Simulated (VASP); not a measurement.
An input for Quantum ESPRESSO's pw.x (written as the equivalent of a VASP run, and not itself run):

```
&CONTROL
  calculation = 'scf'
  pseudo_dir = './pseudo'
  outdir = './out'
  tprnfor = .true.
  tstress = .true.
/
&SYSTEM
  ibrav = 0
  nat = 8
  ntyp = 2
  ecutwfc = 98
  occupations = 'smearing'
  smearing = 'gaussian'
  degauss = 0.009996
  input_dft = 'pbe'
  nspin = 2
  starting_magnetization(1) = 0.2
/
&ELECTRONS
  conv_thr = 7.3e-08
  electron_maxstep = 100
/
ATOMIC_SPECIES
  Ni 58.693 Ni.upf
  Sb 121.760 Sb.upf
CELL_PARAMETERS angstrom
     3.6015810    0.0000000    0.0000000
    -1.8007900    3.1190600    0.0000000
     0.0000000    0.0000000   12.1503880
ATOMIC_POSITIONS crystal
  Ni   0.3333330  0.6666670  0.1250000
  Ni   0.6666670  0.3333330  0.6250000
  Ni   0.6666670  0.3333330  0.8750000
  Ni   0.3333330  0.6666670  0.3750000
  Sb   0.0000000  0.0000000  0.0000000
  Sb   0.0000000  0.0000000  0.5000000
  Sb   0.3333330  0.6666670  0.7500000
  Sb   0.6666670  0.3333330  0.2500000
K_POINTS automatic
  4 4 1 0 0 0
```

Problem. Translate this input to VASP (INCAR, KPOINTS, POSCAR, choice of POTCAR).

Solution. Several could match; the one computed here: 
POSCAR:
```
NiSb
1
    3.6015810000     0.0000000000     0.0000000000
   -1.8007900000     3.1190600000     0.0000000000
    0.0000000000     0.0000000000    12.1503880000
Ni Sb
4 4
Direct
  0.3333330000   0.6666670000   0.1250000000
  0.6666670000   0.3333330000   0.6250000000
  0.6666670000   0.3333330000   0.8750000000
  0.3333330000   0.6666670000   0.3750000000
  0.0000000000   0.0000000000   0.0000000000
  0.0000000000   0.0000000000   0.5000000000
  0.3333330000   0.6666670000   0.7500000000
  0.6666670000   0.3333330000   0.2500000000
```

INCAR:
```
SYSTEM = NiSb
PREC = Accurate; ENCUT = 300; LREAL = .FALSE.
LASPH = .TRUE.
EDIFF = 1E-6; NELM = 100; ALGO = Normal
LMAXMIX = 4
ISMEAR = 0; SIGMA = 0.136
GGA = PE
MAGMOM = 4*2.0 4*0.0
ISPIN = 2
ISIF = 2
LWAVE = .FALSE.; LCHARG = .FALSE.; LORBIT = 11
```

### KPOINTS
```
Automatic mesh
0
Gamma
4 4 1
0 0 0
```

POTCAR, in this order: Ni Sb (PBE.64 set). Program: vasp_std.

Limits of the translation: the potentials are each code's own (VASP's PAW set, PseudoDojo norm-conserving files in pw.x), so ENCUT and ecutwfc are chosen apart and not converted; conv_thr bounds pw.x's estimated SCF error, while EDIFF bounds the energy change between steps; starting_magnetization is a fraction of the valence charge and MAGMOM a moment in μB, so they match only roughly.

The structure was generated: NiSb was put into an ordered model structure, which need not be its known phase. The cell was not relaxed at this level. The k-mesh is coarse (spacing up to 0.52 per Å, 2π included), so the numbers may not be converged in it.
